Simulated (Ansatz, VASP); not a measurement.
## Cross-check of ZnAg between VASP and Ansatz

One calculation is typed for both programs; each brings its own data sets and cutoff. How far apart do they land?

Method: plane waves, with VASP 6.6.1 beside it; single point at r2SCAN, in Ansatz 0.2.0.

## 1. Starting point

The structure is monoclinic, space group Cm (No. 8). Conventional cell: a = 4.463 Å, b = 4.463 Å, c = 3.156 Å, α = 90.00°, β = 90.00°, γ = 90.00°. Nearest to Zn lie 8 Ag at 2.65 to 2.81 Å. Nearest to Ag lie 8 Zn at 2.65 to 2.81 Å. Farther neighbours are not listed.

Structure file:

```cif
data_structure
_symmetry_space_group_name_H-M 'P 1'
_symmetry_Int_Tables_number 1
_cell_length_a 3.1560
_cell_length_b 3.1560
_cell_length_c 3.1560
_cell_angle_alpha 90.000
_cell_angle_beta 90.000
_cell_angle_gamma 90.000
_cell_volume 31.43
loop_
_atom_site_label
_atom_site_type_symbol
_atom_site_fract_x
_atom_site_fract_y
_atom_site_fract_z
_atom_site_occupancy
Zn1 Zn 0.49086 0.50157 0.51541 1
Ag2 Ag 0.01026 0.00620 0.99614 1
```

## 2. VASP: single point, r2SCAN

With cell and atoms fixed, the geometry can't cause a difference; cores, projectors, grids and the points listed under the comparison can.

Lines of VASP's logs that name or quote its potential files are left out, and so is its time.

File INCAR:

```
SYSTEM = ZnAg
PREC = Accurate
ENCUT = 400
EDIFF = 1E-06
NELM = 100
ISMEAR = -1
SIGMA = 0.05
LREAL = .FALSE.
ALGO = Normal
METAGGA = R2SCAN
LASPH = .TRUE.
NBANDS = 17
LORBIT = 11
LWAVE = .FALSE.
LCHARG = .FALSE.
KPAR = 2
ISIF = 2
```

File POSCAR:

```
ZnAg
1.0
    3.1560000000      0.0000000000      0.0000000000
    0.0000000000      3.1560000000      0.0000000000
    0.0000000000      0.0000000000      3.1560000000
Zn Ag
1 1
Direct
    0.4908640000      0.5015670000      0.5154050000
    0.0102620000      0.0062040000     -0.0038610000
```

File KPOINTS:

```
Automatic mesh
0
Gamma
8 8 8
0 0 0
```

Potentials, in the order of the species: Zn and Ag (PBE family, release 64).

On the command line:

```
$ mpirun -np 2 vasp_std
```

Numbers of over 12 decimals in the logs are rounded to 6 here.

The log of the run:

```text
[banner, memory and clock lines left out]
running    2 mpi-ranks, on    1 nodes
 distrk:  each k-point on    1 cores,    2 groups
 distr:  one band on    1 cores,    1 groups

 POSCAR found type information on POSCAR ZnAg
 POSCAR found :  2 types and       2 ions
|                                                                             |
|               ----> ADVICE to this user running VASP <----                  |
|                                                                             |
|     You enforced a specific xc type in the INCAR file but a different       |
|     [... a line on the potential file left out ...]
|     I HOPE YOU KNOW WHAT YOU ARE DOING!                                     |
|                                                                             |

 LDA part: xc-table for (None), standard interpolation
 POSCAR, INCAR and KPOINTS ok, starting setup
 FFT: planning ... GRIDC
 FFT: planning ... GRID_SOFT
 FFT: planning ... GRID
 WAVECAR not read
 entering main loop
       N       E                     dE             d eps       ncg     rms          rms(c)
DAV:   1     0.791346305009E+02    0.79135E+02   -0.10074E+04  9104   0.150E+03
DAV:   2    -0.318115973290E+02   -0.11095E+03   -0.10694E+03  9039   0.284E+02
DAV:   3    -0.354160879546E+02   -0.36045E+01   -0.35885E+01  9935   0.622E+01
DAV:   4    -0.354415476406E+02   -0.25460E-01   -0.25454E-01  9931   0.452E+00
DAV:   5    -0.354419001678E+02   -0.35253E-03   -0.35252E-03 10062   0.540E-01    0.724E+00
DAV:   6    -0.303494688726E+02    0.50924E+01   -0.64310E+00  9077   0.319E+01    0.593E+00
DAV:   7    -0.303085522331E+02    0.40917E-01   -0.24596E-01  9183   0.708E+00    0.331E+00
DAV:   8    -0.303230299663E+02   -0.14478E-01   -0.10297E-01  9668   0.382E+00    0.551E-01
DAV:   9    -0.303181824202E+02    0.48475E-02   -0.23116E-02  9327   0.211E+00    0.858E-02
DAV:  10    -0.303185858109E+02   -0.40339E-03   -0.93582E-04  9419   0.349E-01    0.573E-02
DAV:  11    -0.303188708585E+02   -0.28505E-03   -0.92066E-04  9806   0.407E-01    0.509E-02
DAV:  12    -0.303187606359E+02    0.11022E-03   -0.12748E-04 10157   0.215E-01    0.197E-02
DAV:  13    -0.303187556927E+02    0.49432E-05   -0.13469E-05 10698   0.429E-02    0.688E-03
DAV:  14    -0.303187555161E+02    0.17666E-06   -0.30922E-07  4816   0.515E-03
   1 F= -.30318756E+02 E0= -.30317426E+02  d E =-.265952E-02
```

From OUTCAR (step 2):

```text
ion  position               nearest neighbor table
   1  0.491  0.502  0.515-   2 2.65   2 2.67   2 2.73   2 2.73   2 2.74   2 2.74   2 2.80   2 2.81

  LATTYP: Found a simple cubic cell.
 ALAT       =     3.1560000000

 Subroutine GETGRP returns: Found  1 space group operations
 (whereof  1 operations were pure point group operations)

The static configuration has the point symmetry C_1 .

 Found    260 irreducible k-points:

   k-points           NKPTS =    260   k-points in BZ     NKDIM =    260   number of bands    NBANDS=     17

   dimension x,y,z NGX =    24 NGY =   24 NGZ =   24
   dimension x,y,z NGXF=    48 NGYF=   48 NGZF=   48

   ENCUT  =  400.0 eV  29.40 Ry    5.42 a.u.   5.15  5.15  5.15*2*pi/ulx,y,z

   NELECT =      23.0000    total number of electrons

 k-points in reciprocal lattice and weights: Automatic mesh
   0.00000000  0.00000000  0.00000000       0.002
   0.12500000  0.00000000  0.00000000       0.004
   0.00000000  0.12500000  0.00000000       0.004
   0.00000000  0.00000000  0.12500000       0.004
   0.25000000  0.00000000  0.00000000       0.004
   0.00000000  0.25000000  0.00000000       0.004
   0.00000000  0.00000000  0.25000000       0.004
   0.37500000  0.00000000  0.00000000       0.004
   0.00000000  0.37500000  0.00000000       0.004
[...]
0.50000000  0.37500000  0.50000000       0.004
   0.50000000  0.50000000  0.50000000       0.002

 average (electrostatic) potential at core
       1 -39.0319       2 -78.6048

 E-fermi :   6.0530

 k-point     1 :       0.0000    0.0000    0.0000
  band No.  band energies     occupation
    ...
      7       0.5013      2.00000
      8       0.5075      2.00000
      9       1.6780      2.00000
     10       1.6782      2.00000
     11       1.6832      2.00000
     12      11.9450      0.00000
     13      11.9608      0.00000
     14      11.9639      0.00000
     15      17.2567      0.00000
     16      17.5747      0.00000
    ...

 k-point     2 :       0.1250    0.0000    0.0000
  band No.  band energies     occupation
    ...
      7       0.4730      2.00000
      8       0.5640      2.00000
      9       1.5488      2.00000
     10       1.5494      2.00000
     11       1.6634      2.00000
     12      10.0742      0.00000
     13      12.3863      0.00000
     14      12.4014      0.00000
     15      17.4583      0.00000
     16      17.5746      0.00000
    ...

 k-point     3 :       0.0000    0.1250    0.0000
  band No.  band energies     occupation
    ...
      7       0.4684      2.00000
      8       0.5678      2.00000
      9       1.5501      2.00000
     10       1.5517      2.00000
     11       1.6617      2.00000
     12      10.0645      0.00000
     13      12.4022      0.00000
     14      12.4025      0.00000
     15      17.4453      0.00000
     16      17.5614      0.00000
    ...

  Total       -0.2330522     -0.2347409     -0.2413830      0.0133536     -0.0132698     -0.0563869
  in kB      -11.8782602    -11.9643279    -12.3028644      0.6806095     -0.6763371     -2.8739414
  external PRESSURE =     -12.0484842 kB  Pullay stress =       0.0000000 kB

  energy-cutoff  :      400.00
  volume of cell :       31.43
      direct lattice vectors                 reciprocal lattice vectors
     3.156000000  0.000000000  0.000000000     0.316856781  0.000000000  0.000000000
     0.000000000  3.156000000  0.000000000     0.000000000  0.316856781  0.000000000
     0.000000000  0.000000000  3.156000000     0.000000000  0.000000000  0.316856781

 POSITION                                       TOTAL-FORCE (eV/Angst)
 -----------------------------------------------------------------------------------
      1.54917      1.58295      1.62662         0.215187      0.059264     -0.225887
      0.03239      0.01958      3.14381        -0.215187     -0.059264      0.225887
 -----------------------------------------------------------------------------------
    total drift:                               -0.004958      0.013160     -0.020130

  FREE ENERGIE OF THE ION-ELECTRON SYSTEM (eV)
  ---------------------------------------------------
  free  energy   TOTEN  =       -30.3187555161 eV

  energy  without entropy=      -30.3160959937  energy(sigma->0) =      -30.31742575

 total charge
# of ion       s       p       d       tot
------------------------------------------
    1        0.554   0.433   9.755  10.742
    2        0.466   0.377   9.123   9.966
--------------------------------------------------
tot          1.019   0.810  18.878  20.708

[... 3 further parts left out ...]
```

This run has no spin polarisation. Its electron count is odd, so without a moment it is a metal by construction.

## 3. Ansatz: single point, r2SCAN

Ansatz runs on its default PAW (the set named soft_2) files.

The same cell, functional, mesh and smearing now go to Ansatz, which takes its cutoff from its data sets.

File input.yaml:

```yaml
crystal:
  lattice:
    - [3.156, 0.0, 0.0]
    - [0.0, 3.156, 0.0]
    - [0.0, 0.0, 3.156]
  atoms:
    - { symbol: Zn, position: [0.490864, 0.501567, 0.515405] }
    - { symbol: Ag, position: [0.010262, 0.006204, -0.003861] }
hamiltonian:
  xc: r2scan
  pseudopotentials: { kind: paw }
kpoints:
  mp_grid: { grid: [8, 8, 8] }
scf:
  occupations: { method: fermi_dirac, width: 0.05 }
  n_extra_bands: 4
output:
  forces: true
  stress: true
  eigenvalues: true
```

On the command line:

```
$ ansatz run input.yaml --threads 2 --pin off --max-ram 4608MiB --backend cpu --events-out ev --progress --plain --runs-dir out
```

The log of the run:

```text
scf.n_extra_bands = 4 over 16 filled bands (N_el = 31.0): the run solves 20 bands
Engine: ansatz 0.2.0, x86_64-unknown-linux-gnu
Pseudopotentials: kind: paw
Pseudopotential: Zn, paw, valence charge 12, recommended cutoff 500 eV (meta_gga), Zn.paw.azcp
Pseudopotential: Ag, paw, valence charge 19, recommended cutoff 500 eV (meta_gga), Ag.paw.azcp
Functional definition: r2SCAN
  parameter k0 = 0.174
  parameter k1 = 0.065
  parameter a1 = 4.9479
  exchange = r2scan_x(k0 = k0, k1 = k1, a1 = a1)
  correlation = r2scan_c
Crystal: 2 atoms, lattice volume = 31.435 Å³
Basis set: ecut = 500 eV, 799 PW (Γ), exchange–correlation on 96×96×96 points (64 copies of the dense FFT grid, shifted against one another)
Bands: 20, of which v1, the nominal top of the filled ones, is band 16 counted from 1 (15 counted from 0)
Symmetry: 1 space group operations
Space group: P1 (ITA 1), of the structure as read, at distance tolerance 3.2e-5 Å
k-points: 260 of 512 (time reversal used)
Non-local potential: Zn, projectors of the file, l = 0: 2, l = 1: 2, l = 2: 3, l = 3: 1
Non-local potential: Ag, projectors of the file, l = 0: 3, l = 1: 2, l = 2: 2, l = 3: 1
PAW form: soft (Blöchl's): semilocal exchange-correlation on the pseudo side does not see the compensation charge
PAW frozen core: Zn, regenerated for the run's functional (the file was generated under x = pbe(κ = 0.804, μ = 0.219515), c = pbe(β = 0.066725))
PAW frozen core: Ag, regenerated for the run's functional (the file was generated under x = pbe(κ = 0.804, μ = 0.219515), c = pbe(β = 0.066725))
PAW one-centre angular grid: Zn, 590 points (default); XC on 261 of its mesh's 2673 points in the sphere
PAW one-centre angular grid: Ag, 590 points (default); XC on 160 Gauss nodes
Initial density: superposition of atomic densities (neutral atoms: chi_scale 0, normalization atom), corrected by the library's trained network
Initial wavefunctions: pseudopotential atomic-orbital guess
Functional: x = r2scan, c = r2scan; τ floored in thin density (d = 2e-4 eV/Å³)
SCF iter   1: F=—  HF=-10929.691683 eV  |F-HF|=—  |Δ(HF+E_count)|=         —  Δρ=1.66e-2  dr2=5.05e-2  dr2_τ=1.98e-3  ethr=1.77e-3  ⟨swp⟩=5.8  Hψ=22115  notcnv=0
preconditioner: auto → none  [insulator: Δε(μ)=0.324 eV  Ē_g=13.573 eV  σ=0.050 eV  W_gap=0.92  n_scr=6 (ndim 8)  ℏωp=31.8 eV  f_vac=0.000  D(μ)=0.21/eV (n_scr^D=0)  ε∞_Penn≈6.5]
SCF iter   2: F=—  HF=-10929.682053 eV  |F-HF|=—  |Δ(HF+E_count)|=   9.63e-3  Δρ=5.96e-3  dr2=5.74e-3  dr2_τ=6.69e-4  ethr=1.63e-4  ⟨swp⟩=2.1  Hψ=11396  notcnv=0  defer=84
SCF iter   3: F=—  HF=-10929.678083 eV  |F-HF|=—  |Δ(HF+E_count)|=   3.97e-3  Δρ=2.74e-3  dr2=8.88e-4  dr2_τ=5.19e-5  ethr=1.85e-5  ⟨swp⟩=2.0  Hψ=9253  notcnv=0  defer=84
SCF iter   4: F=—  HF=-10929.678208 eV  |F-HF|=—  |Δ(HF+E_count)|=   1.25e-4  Δρ=1.38e-3  dr2=6.43e-4  dr2_τ=2.90e-5  ethr=2.86e-6  ⟨swp⟩=2.0  Hψ=9241  notcnv=0  defer=84
SCF iter   5: F=—  HF=-10929.678019 eV  |F-HF|=—  |Δ(HF+E_count)|=   1.89e-4  Δρ=1.59e-4  dr2=4.23e-6  dr2_τ=1.78e-7  ethr=2.07e-6  ⟨swp⟩=2.1  Hψ=6982  notcnv=0  defer=84
SCF iter   6: F=—  HF=-10929.678027 eV  |F-HF|=—  |Δ(HF+E_count)|=   7.65e-6  Δρ=5.92e-5  dr2=4.41e-7  dr2_τ=3.88e-8  ethr=1.36e-8  ⟨swp⟩=2.0  Hψ=10617  notcnv=0  defer=84
SCF iter   7: F=-10929.678027 eV  HF=-10929.678027 eV  |F-HF|=1.31e-8  |Δ(HF+E_count)|=   1.61e-7  Δρ=1.49e-5  dr2=2.72e-8  dr2_τ=1.48e-9  ethr=3.23e-10  ⟨swp⟩=6.5  Hψ=23374  notcnv=0
SCF 1 converged in 7 iterations: F = -10929.678027 eV  dr2 = 2.72e-8
  greatest PAW one-centre occupation: 1.000 electrons in one spin orbital (limit 2), on the Ag atom at site 1 (counted from 0), in its partial waves of l = 0
SCF converged after 7 iterations
Free energy (F): -10929.678027 eV
Harris-Foulkes:  -10929.678027 eV  (|F-HF|=1.31e-8)
Internal energy: -10929.675394 eV  (E = F + TS)
E sigma→0 (E₀):  -10929.676710 eV
Entropy (-TS):   -0.002633 eV (-1.317 meV/atom)
Fermi energy:    14.728602 eV
--- Per-component energies (eV) ---
  E_band       = -218.325705
  E_kinetic    = 657.880274
  E_local      = -3774.258876  (includes V_loc(G=0)·N_el)
  E_nonlocal   = 695.743466
  E_hartree    = 1665.214825
  E_xc         = -302.934130
  E_vxc        = -317.855694  (∫ρ·V_xc dr)
  E_paw        = -5769.323696  (= ΣΔE_a)
  E_vpaw       = -832.520952  (= ΣTr[D̂ρ^β])
  E_aug_tail   = 0.000022  (compensation charges beyond the density's cutoff)
  E_vtau       = 22.260219  (kinetic-family band-sum trace: ∫τ·v_τ [+ j·A + Jᵃ·Aᵃ] dr)
  E_ewald      = -4101.305350
  E_core_change = -0.691929  (= ΣΔE_core)
  E_smearing   = -0.002633  (= −TS)
  E_closure    = -0.000000  (closes the sum)
  Σ components = -10929.678027   (vs F -10929.678027, Δ=0.00e0)
--- Forces (eV/Å), atoms counted from 1 ---
  atom   1  Zn     0.21080295     0.05123170    -0.20941983
  atom   2  Ag    -0.21090258    -0.05125605     0.20951695
  max |Σ_I F_I| component: 9.96e-5 eV/Å
--- Stress (GPa, compression-positive) ---
       -0.990238       0.066915      -0.273623
        0.066915      -0.866081      -0.066476
       -0.273623      -0.066476      -0.988523
  P = ⅓ Tr σ = -0.9483 GPa (-9.483 kbar)
--- Band table (eV; the first three rows and the last of 260) ---
  k-point 0: bands = [... 12 lower, 10.3413, 10.3414, 10.3466, 20.5999, 20.6156, 20.6185, 25.9287, 26.2381]
  k-point 1: bands = [... 12 lower, 10.2115, 10.2123, 10.3261, 18.7388, 21.0427, 21.0578, 26.1243, 26.2315]
  k-point 2: bands = [... 12 lower, 9.9139, 9.9176, 10.2815, 15.8482, 22.2724, 22.2802, 26.1771, 26.3689]
  k-point 259: bands = [... 12 lower, 10.7324, 10.7334, 16.9643, 19.1067, 19.1422, 19.2527, 19.7853, 19.9005]
```

Run time: 7.6 s. Hardware: 2 threads of Intel Xeon 6975P-C (Granite Rapids), shared host; peak memory 0.61 GiB; 14 s of CPU time.

The column dr2 measures how far the density is from self-consistency, as an energy; F and HF (Harris–Foulkes) agree once it is small.

The run ends at a pressure of -0.95 GPa, with forces up to 0.30 eV/Å.

## 4. Comparison

Known differences besides the potentials themselves: VASP keeps PBE cores, Ansatz makes them for the functional; the data sets hold 31 valence electrons in Ansatz (default PAW (the set named soft_2) files) and 23 in VASP; the cutoff is 500 eV in Ansatz and 400 eV in VASP. Total energies have different zeros and are not compared.

The two programs side by side:

```
                                        quantity  Ansatz   VASP  difference
                                  pressure (GPa)   -0.95  -1.20       +0.26
pressure without Ansatz's Pulay correction (GPa)   -1.03  -1.20       +0.17
```

Forces (eV/Å; atoms numbered as in POSCAR):

```
atom         Ansatz x, y, z           VASP x, y, z
 Zn1   0.211, 0.051, -0.209   0.215, 0.059, -0.226
 Ag2  -0.211, -0.051, 0.210  -0.215, -0.059, 0.226
```

The forces differ by 11 meV/Å r.m.s., which is 5.9 % of the r.m.s. force of 0.18 eV/Å (both taken over all components). Ansatz's pressure holds a Pulay correction of 0.08 GPa; VASP's holds none.

## 5. Results

```json
{
  "r.m.s. force difference (single point, r2SCAN)": "11 meV/Å"
}
```

What this shows: The r.m.s. force difference is 11 meV/Å (single point, r2SCAN), within the 12 meV/Å picked in this series as the mark of a large difference. Such differences can come from data sets, numerical settings and the points named under the comparisons, not from the functional's error against experiment.

[Lines on the potential files, build, host, timing and source positions are cut from VASP's logs without a mark.]

[Logs are printed without paths, hosts, clocks, repeated set-up lines and the standing remarks that a program may print on its own settings, such as how far it seeks lower states.]

[Hosts, paths, dates, database ids (printed as entryN), source tags and the programs' standing remarks are cut or masked in the printed files.]
